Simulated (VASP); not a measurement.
Output of a VASP run:

File OSZICAR:
```
       N       E                     dE             d eps       ncg     rms          rms(c)
DAV:   1     0.945627230127E+02    0.94563E+02   -0.75107E+03  4752   0.139E+03
DAV:   2    -0.323661270936E+01   -0.97799E+02   -0.95184E+02  4794   0.334E+02
DAV:   3    -0.905088408464E+01   -0.58143E+01   -0.56122E+01  7638   0.784E+01
DAV:   4    -0.925882485577E+01   -0.20794E+00   -0.20579E+00  6067   0.129E+01
DAV:   5    -0.926801354925E+01   -0.91887E-02   -0.91820E-02  6837   0.245E+00    0.935E+00
DAV:   6    -0.803727779933E+01    0.12307E+01   -0.11770E+01  5973   0.366E+01    0.333E+00
DAV:   7    -0.788677883318E+01    0.15050E+00   -0.12029E+00  5568   0.119E+01    0.190E+00
DAV:   8    -0.788333032844E+01    0.34485E-02   -0.14527E-01  5310   0.417E+00    0.468E-01
DAV:   9    -0.788123316617E+01    0.20972E-02   -0.20059E-02  5512   0.186E+00    0.221E-01
DAV:  10    -0.788165050868E+01   -0.41734E-03   -0.13590E-03  5708   0.432E-01    0.371E-02
DAV:  11    -0.788165745507E+01   -0.69464E-05   -0.24524E-04  5993   0.157E-01    0.374E-02
DAV:  12    -0.788166295300E+01   -0.54979E-05   -0.19641E-05  5603   0.511E-02    0.117E-02
DAV:  13    -0.788166344526E+01   -0.49226E-06   -0.13313E-06  6445   0.153E-02    0.544E-03
DAV:  14    -0.788166323788E+01    0.20739E-06   -0.33752E-07  5042   0.832E-03    0.827E-04
DAV:  15    -0.788166333927E+01   -0.10139E-06   -0.21466E-08  2750   0.172E-03    0.674E-04
DAV:  16    -0.788166342577E+01   -0.86500E-07   -0.16665E-08  2670   0.123E-03
   1 F= -.78816634E+01 E0= -.78816634E+01  d E =0.000000E+00
```

File OUTCAR:
```
------------------------ aborting loop because EDIFF is reached ----------------------------------------
  FORCE on cell =-STRESS in cart. coord.  units (eV):
  Direction    XX          YY          ZZ          XY          YZ          ZX
  --------------------------------------------------------------------------------------
  Total       -0.0472567     -0.0472567      0.0921561      0.0000000     -0.0000000      0.0000000
  in kB       -2.3461793     -2.3461793      4.5753216      0.0000000     -0.0000000      0.0000000
  external PRESSURE =      -0.0390123 kB  Pullay stress =       0.0000000 kB
  volume of cell :       32.27
      direct lattice vectors                 reciprocal lattice vectors
     2.818998936  0.000000000  0.000000000     0.354735856  0.000000000  0.000000000
     0.000000000  2.818998936  0.000000000     0.000000000  0.354735856  0.000000000
     0.000000000  0.000000000  4.060906972     0.000000000  0.000000000  0.246250408
 POSITION                                       TOTAL-FORCE (eV/Angst)
 -----------------------------------------------------------------------------------
      0.00000      0.00000      0.00000         0.000000      0.000000      0.000000
      1.40950      1.40950      2.03045         0.000000      0.000000      0.000000
 -----------------------------------------------------------------------------------
    total drift:                                0.000000      0.000000      0.000000
  FREE ENERGIE OF THE ION-ELECTRON SYSTEM (eV)
  ---------------------------------------------------
  free  energy   TOTEN  =        -7.8816634258 eV

  energy  without entropy=       -7.8816634258  energy(sigma->0) =       -7.88166343

 total charge

# of ion       s       p       d       tot
------------------------------------------
    1        2.200   6.117   1.997  10.314
    2        0.414   0.424   0.000   0.838
--------------------------------------------------
tot          2.614   6.541   1.997  11.152
```
(Selected blocks of OUTCAR.)

File POSCAR:
```
TiAl
1
    2.8189989357     0.0000000000     0.0000000000
    0.0000000000     2.8189989357     0.0000000000
    0.0000000000    -0.0000000000     4.0609069719
Ti Al
1 1
Direct
  0.0000000000   0.0000000000   1.0000000000
  0.5000000000   0.5000000000   0.5000000000
```

Task: Write an INCAR and KPOINTS that could have produced this output.

Result: One answer among several that fit: the input of the run itself, optB88-vdW, plane waves, VASP's PBE PAW potentials (set 64).

### INCAR
```
SYSTEM = TiAl
PREC = Accurate
ENCUT = 520
EDIFF = 1E-7
NELM = 100
ALGO = Normal
LREAL = .FALSE.
LASPH = .TRUE.
ISMEAR = -5
GGA = BO
PARAM1 = 0.1833333333
PARAM2 = 0.22
LUSE_VDW = .TRUE.
AGGAC = 0.0
LMAXMIX = 4
LWAVE = .FALSE.
LCHARG = .TRUE.
LORBIT = 11
NEDOS = 601
ISIF = 2
```

File KPOINTS:
```
Automatic mesh
0
Gamma
14 14 10
```

POTCAR, in this order: Ti_sv Al (PBE.64 set). Program: vasp_std.

For a metal the tetrahedron method with Blöchl corrections gives inexact stress and forces.

The compound is TiAl in the L1_0 structure. It was relaxed first. The electron count is odd and the run is not spin-polarised, which forces a metal.
